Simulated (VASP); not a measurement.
Calculation: r2SCAN meta-GGA, VASP's PBE PAW potentials (set 64) (plane waves; VASP 6.6.1).

VASP ran on this input.

INCAR:
```
LMAXMIX  =  6   # l cut-off of mixed one-centre charges
LASPH  =  T
METAGGA  =  R2SCAN
ISMEAR  =  1   # Methfessel-Paxton
LCHARG  =  F
ENCUT  =  480
SYSTEM  =  LuSe
PREC  =  Accurate
LWAVE  =  F
NELM  =  100   # most electronic steps
LMIXTAU  =  T
ALGO  =  Normal   # blocked Davidson
LREAL  =  F
SIGMA  =  0.1   # width (eV)
ISIF  =  2
EDIFF  =  1E-7
```

**KPOINTS**
```
Automatic mesh
0
Gamma
  10 10 10
0 0 0
```

**POSCAR**
```
LuSe
1
    0.0000000000     2.7972700000     2.8811881000
    2.8811881000     0.0000000000     2.8811881000
    2.8811881000     2.7972700000     0.0000000000
Lu Se
1 1
Direct
  0.0000000000   0.0000000000   0.0000000000
  0.5000000000   0.5000000000   0.5000000000
```

POTCAR, in this order: Lu_3 Se (PBE.64 set). Program: vasp_std.

What VASP printed:

**OSZICAR**
```
       N       E                     dE             d eps       ncg     rms          rms(c)
DAV:   1     0.466897134826E+00    0.46690E+00   -0.68461E+03  3480   0.134E+03
DAV:   2    -0.545606578623E+02   -0.55028E+02   -0.51654E+02  3778   0.433E+02
DAV:   3    -0.577306252480E+02   -0.31700E+01   -0.31045E+01  3818   0.685E+01
DAV:   4    -0.577832598968E+02   -0.52635E-01   -0.50899E-01  3905   0.534E+00
DAV:   5    -0.577845293246E+02   -0.12694E-02   -0.12708E-02  3718   0.494E-01    0.205E+01
DAV:   6    -0.558985156298E+02    0.18860E+01   -0.10922E+00  3727   0.237E+01    0.113E+01
DAV:   7    -0.559209748478E+02   -0.22459E-01   -0.25392E-01  3748   0.627E+00    0.232E+00
DAV:   8    -0.558994456856E+02    0.21529E-01   -0.30020E-01  3684   0.843E+00    0.586E-01
DAV:   9    -0.559106124469E+02   -0.11167E-01   -0.30236E-01  4029   0.617E+00    0.118E+00
DAV:  10    -0.559479181997E+02   -0.37306E-01   -0.65217E-02  3804   0.267E+00    0.334E-01
DAV:  11    -0.559508580715E+02   -0.29399E-02   -0.10708E-02  4248   0.968E-01    0.122E-01
DAV:  12    -0.559495936267E+02    0.12644E-02   -0.18691E-03  3638   0.406E-01    0.866E-02
DAV:  13    -0.559513661547E+02   -0.17725E-02   -0.99149E-04  3764   0.307E-01    0.167E-02
DAV:  14    -0.559516394836E+02   -0.27333E-03   -0.39966E-04  4130   0.195E-01    0.108E-02
DAV:  15    -0.559516424651E+02   -0.29815E-05   -0.34659E-05  3783   0.650E-02    0.823E-03
DAV:  16    -0.559516532829E+02   -0.10818E-04   -0.67636E-06  3661   0.270E-02    0.359E-03
DAV:  17    -0.559516521352E+02    0.11478E-05   -0.35298E-06  3640   0.156E-02    0.139E-03
DAV:  18    -0.559516526149E+02   -0.47979E-06   -0.34014E-07  2836   0.497E-03    0.106E-03
DAV:  19    -0.559516532373E+02   -0.62237E-06   -0.30398E-07  3243   0.533E-03    0.356E-04
DAV:  20    -0.559516533744E+02   -0.13709E-06   -0.10834E-08  1686   0.173E-03    0.264E-04
DAV:  21    -0.559516534874E+02   -0.11302E-06   -0.47309E-09  1674   0.224E-03    0.259E-04
DAV:  22    -0.559516534183E+02    0.69103E-07   -0.15831E-08  1746   0.185E-03
   1 F= -.55951653E+02 E0= -.55951759E+02  d E =0.317708E-03
```

**OUTCAR**
```
------------------------ aborting loop because EDIFF is reached ----------------------------------------
  FORCE on cell =-STRESS in cart. coord.  units (eV):
  Direction    XX          YY          ZZ          XY          YZ          ZX
  --------------------------------------------------------------------------------------
  Total       -1.8036905     -0.4906848     -1.8036905     -0.0000000      0.0000000      0.0000000
  in kB      -62.2250131    -16.9279969    -62.2250131     -0.0000000      0.0000000      0.0000000
  external PRESSURE =     -47.1260077 kB  Pullay stress =       0.0000000 kB
  volume of cell :       46.44
      direct lattice vectors                 reciprocal lattice vectors
     0.000000000  2.797270000  2.881188100    -0.173539520  0.178745706  0.173539520
     2.881188100  0.000000000  2.881188100     0.173539520 -0.178745706  0.173539520
     2.881188100  2.797270000  0.000000000     0.173539520  0.178745706 -0.173539520
 POSITION                                       TOTAL-FORCE (eV/Angst)
 -----------------------------------------------------------------------------------
      0.00000      0.00000      0.00000         0.000000      0.000000     -0.000000
      2.88119      2.79727      2.88119        -0.000000      0.000000      0.000000
 -----------------------------------------------------------------------------------
    total drift:                               -0.000000      0.000000      0.000000
  FREE ENERGIE OF THE ION-ELECTRON SYSTEM (eV)
  ---------------------------------------------------
  free  energy   TOTEN  =       -55.9516534183 eV

  energy  without entropy=      -55.9519711263  energy(sigma->0) =      -55.95175932
```
(Selected blocks of OUTCAR.)

File OUTCAR:
```
 val. band max:        5.9930552719   @ k =  -0.1000   0.0000   0.1000

 cond. band min:       6.0022236501   @ k =   0.0000   0.0000   0.0000


 Fermi energy:         5.9973418172

 k-point     1 :       0.0000    0.0000    0.0000
  band No.  band energies     occupation
      1     -23.5927      2.00000
      2     -23.5927      2.00000
      3     -23.5727      2.00000
      4     -10.5542      2.00000
      5       2.2492      2.00000
      6       2.2492      2.00000
      7       2.2889      2.00000
      8       5.7082      2.00034
      9       5.7082      2.00034
     10       5.9826      1.24637
     11       6.0022      0.91748

 k-point     2 :       0.1000    0.0000    0.0000
  band No.  band energies     occupation
      1     -23.6031      2.00000
      2     -23.5941      2.00000
      3     -23.5767      2.00000
      4     -10.4615      2.00000
      5       1.5570      2.00000
      6       1.9752      2.00000
      7       2.0003      2.00000
      8       5.8127      2.02542
      9       5.9182      1.97568
     10       6.1079     -0.06584
     11       6.7189     -0.00000

 k-point     3 :       0.2000    0.0000    0.0000
  band No.  band energies     occupation
      1     -23.6363      2.00000
      2     -23.5976      2.00000
      3     -23.5809      2.00000
      4     -10.2069      2.00000
      5       0.2828      2.00000
      6       1.4226      2.00000
      7       1.4399      2.00000
      8       5.9524      1.68234
      9       6.4363     -0.00000
     10       6.5577     -0.00000
     11       8.0751      0.00000

 k-point     4 :       0.3000    0.0000    0.0000
  band No.  band energies     occupation
      1     -23.6790      2.00000
      2     -23.6021      2.00000
      3     -23.5838      2.00000
      4      -9.8632      2.00000
      5      -0.8938      2.00000
      6       0.9098      2.00000
      7       0.9169      2.00000
      8       6.2808     -0.00046
      9       7.1991     -0.00000
...
```

The structure comes from a computed database's LuSe entry (Fm-3m); how it stands against other phases isn't given here. This cell was strained or had an atom moved on purpose. The electron count is odd and the run is not spin-polarised, which forces a metal. VASP warned that the highest band is occupied, so more bands are needed.
